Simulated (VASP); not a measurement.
Method: optB88-vdW, VASP's PBE PAW potentials (set 64) (plane waves; VASP).

Input for VASP

**POSCAR**
```
ZnSe
1
   -0.0000000000     2.8627958049     2.8627958049
    2.8627958049     0.0000000000     2.8627958049
    2.8627958049     2.8627958049     0.0000000000
Zn Se
1 1
Direct
  1.0000000000   0.0000000000   0.0000000000
  0.2500000000   0.2500000000   0.2500000000
```

### KPOINTS
```
Automatic mesh
0
Gamma
9 9 9
0 0 0
```

INCAR:
```
LASPH = .TRUE.   # aspherical one-centre terms
LREAL = .FALSE.   # projection in real space or not
LCHARG = .TRUE.
LWAVE = .FALSE.
ISIF = 2   # forces and stress, cell fixed
NELM = 100
NEDOS = 601   # DOS grid
EDIFF = 1E-7   # SCF stop (eV)
ENCUT = 520   # plane-wave cut-off (eV)
ISMEAR = -5   # tetrahedra, Bloechl
PARAM1 = 0.1833333333
PARAM2 = 0.22
LMAXMIX = 4
AGGAC = 0.0
SYSTEM = ZnSe
PREC = Accurate
LORBIT = 11
ALGO = Normal   # blocked Davidson
GGA = BO
LUSE_VDW = .TRUE.
```

POTCAR, in this order: Zn Se (PBE.64 set). Program: vasp_std.

Output of the run:

### OUTCAR
```
 ion  position               nearest neighbor table
   1  0.000  0.000  0.000-   2 2.48   2 2.48   2 2.48   2 2.48
   2  0.250  0.250  0.250-   1 2.48   1 2.48   1 2.48   1 2.48
  LATTYP: Found a face centered cubic cell.
 ALAT       =     5.7255916098
 Subroutine PRICEL returns:
 Original cell was already a primitive cell.
 Subroutine GETGRP returns: Found 24 space group operations
The static configuration has the point symmetry T_d .
The dynamic configuration has the point symmetry T_d .
 Subroutine INISYM returns: Found 24 space group operations
 Subroutine IBZKPT returns following result:
 Found     35 irreducible k-points:

 Following reciprocal coordinates:
            Coordinates               Weight
  0.000000  0.000000  0.000000      1.000000
  0.111111  0.000000  0.000000      8.000000
  0.222222  0.000000  0.000000      8.000000
  0.333333  0.000000  0.000000      8.000000
  0.444444  0.000000  0.000000      8.000000
  0.111111  0.111111  0.000000      6.000000
  0.222222  0.111111  0.000000     24.000000
  0.333333  0.111111  0.000000     24.000000
  0.444444  0.111111  0.000000     24.000000
...
```

File OSZICAR:
```
       N       E                     dE             d eps       ncg     rms          rms(c)
DAV:   1     0.922580761120E+02    0.92258E+02   -0.89961E+03   910   0.157E+03
DAV:   2     0.467406193863E+01   -0.87584E+02   -0.84011E+02   958   0.277E+02
DAV:   3    -0.144632277717E+01   -0.61204E+01   -0.60856E+01  1130   0.722E+01
DAV:   4    -0.150871978777E+01   -0.62397E-01   -0.62380E-01   985   0.774E+00
DAV:   5    -0.150906856280E+01   -0.34878E-03   -0.34877E-03  1105   0.560E-01    0.452E+00
DAV:   6    -0.122917561070E+01    0.27989E+00   -0.65069E-01  1374   0.251E+01    0.334E+00
DAV:   7    -0.121200931080E+01    0.17166E-01   -0.17594E-01  1000   0.411E+00    0.140E+00
DAV:   8    -0.121223267950E+01   -0.22337E-03   -0.37073E-03  1015   0.598E-01    0.461E-01
DAV:   9    -0.121235125050E+01   -0.11857E-03   -0.89757E-04   960   0.286E-01    0.638E-02
DAV:  10    -0.121238510945E+01   -0.33859E-04   -0.51162E-05  1070   0.795E-02    0.166E-02
DAV:  11    -0.121239176134E+01   -0.66519E-05   -0.10963E-05   960   0.360E-02    0.213E-03
DAV:  12    -0.121239196322E+01   -0.20188E-06   -0.24424E-07  1110   0.395E-03    0.119E-03
DAV:  13    -0.121239192126E+01    0.41960E-07   -0.37126E-08   680   0.211E-03
   1 F= -.12123919E+01 E0= -.12123919E+01  d E =0.000000E+00
```

File OUTCAR:
```
------------------------ aborting loop because EDIFF is reached ----------------------------------------
  FORCE on cell =-STRESS in cart. coord.  units (eV):
  Direction    XX          YY          ZZ          XY          YZ          ZX
  --------------------------------------------------------------------------------------
  Total        0.0085689      0.0085689      0.0085689      0.0000000      0.0000000      0.0000000
  in kB        0.2925744      0.2925744      0.2925744      0.0000000      0.0000000      0.0000000
  external PRESSURE =       0.2925744 kB  Pullay stress =       0.0000000 kB
  volume of cell :       46.92
      direct lattice vectors                 reciprocal lattice vectors
     0.000000000  2.862795805  2.862795805    -0.174654441  0.174654441  0.174654441
     2.862795805  0.000000000  2.862795805     0.174654441 -0.174654441  0.174654441
     2.862795805  2.862795805  0.000000000     0.174654441  0.174654441 -0.174654441
  FREE ENERGIE OF THE ION-ELECTRON SYSTEM (eV)
  ---------------------------------------------------
  free  energy   TOTEN  =        -1.2123919213 eV

  energy  without entropy=       -1.2123919213  energy(sigma->0) =       -1.21239192

 total charge

# of ion       s       p       d       tot
------------------------------------------
    1        0.537   0.424   9.790  10.752
    2        1.447   2.410   0.027   3.884
--------------------------------------------------
tot          1.985   2.834   9.817  14.636
```
(Selected blocks of OUTCAR.)

### OUTCAR
```
 val. band max:        1.2079090808   @ k =   0.0000   0.0000   0.0000

 cond. band min:       2.2669913626   @ k =   0.0000   0.0000   0.0000


 Fermi energy:         1.2392612444

 k-point     1 :       0.0000    0.0000    0.0000
  band No.  band energies     occupation
      1     -11.8820      2.00000
      2      -5.3529      2.00000
      3      -5.3529      2.00000
      4      -5.3529      2.00000
      5      -5.0253      2.00000
      6      -5.0253      2.00000
      7       1.2079      2.00000
      8       1.2079      2.00000
      9       1.2079      2.00000
     10       2.2670      0.00000
     11       7.0224      0.00000
     12       7.0224      0.00000
     13       7.0224      0.00000

 k-point     2 :       0.1111    0.0000    0.0000
  band No.  band energies     occupation
      1     -11.8072      2.00000
      2      -5.3455      2.00000
      3      -5.3414      2.00000
      4      -5.3414      2.00000
      5      -5.0263      2.00000
      6      -5.0263      2.00000
      7       0.0722      2.00000
      8       1.0934      2.00000
      9       1.0934      2.00000
     10       3.1689      0.00000
     11       6.9272      0.00000
     12       7.2182      0.00000
     13       7.2183      0.00000

 k-point     3 :       0.2222    0.0000    0.0000
  band No.  band energies     occupation
      1     -11.6069      2.00000
      2      -5.3143      2.00000
      3      -5.3143      2.00000
      4      -5.3036      2.00000
      5      -5.0260      2.00000
      6      -5.0260      2.00000
      7      -1.4305      2.00000
      8       0.8311      2.00000
      9       0.8311      2.00000
     10       3.7696      0.00000
     11       7.3944      0.00000
     12       7.5704      0.00000
     13       7.5704      0.00000

 k-point     4 :       0.3333    0.0000    0.0000
  band No.  band energies     occupation
      1     -11.3567      2.00000
      2      -5.2884      2.00000
      3      -5.2884      2.00000
...
```

The compound is ZnSe in the zinc blende structure. It was relaxed first.
